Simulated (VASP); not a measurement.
Data:

```yaml
crystal:
  lattice:
    - [0.00000, 2.05186, 2.05186]
    - [2.05186, 0.00000, 2.05186]
    - [2.05186, 2.05186, 0.00000]
  atoms:
    - { symbol: Mg, position: [0.00000, 0.00000, 0.00000] }
    - { symbol: O, position: [0.50000, 0.50000, 0.50000] }
```

Method: LDA (Ceperley-Alder, Perdew-Zunger), VASP's LDA PAW potentials (set 64) (plane waves; VASP). Numerical set-up: 520 eV cut-off, 11×11×11 Γ-centred mesh, Gaussian smearing of 0.050 eV, potentials Mg O.

### Question
Predict the energy per atom (σ→0), pressure, band gap (on the k-mesh) with the smallest direct gap where there is one.

### Answer

band gap (on the k-mesh): 5.46 eV
smallest direct gap (on the k-mesh): 5.46 eV
energy per atom (σ→0): -6.718 eV/atom
pressure: 5.87 GPa

Only differences to runs with the same potentials and settings are physical.

The compound is MgO in the rock salt structure. This cell is one point of a volume scan, at 0.97 of the reference volume.
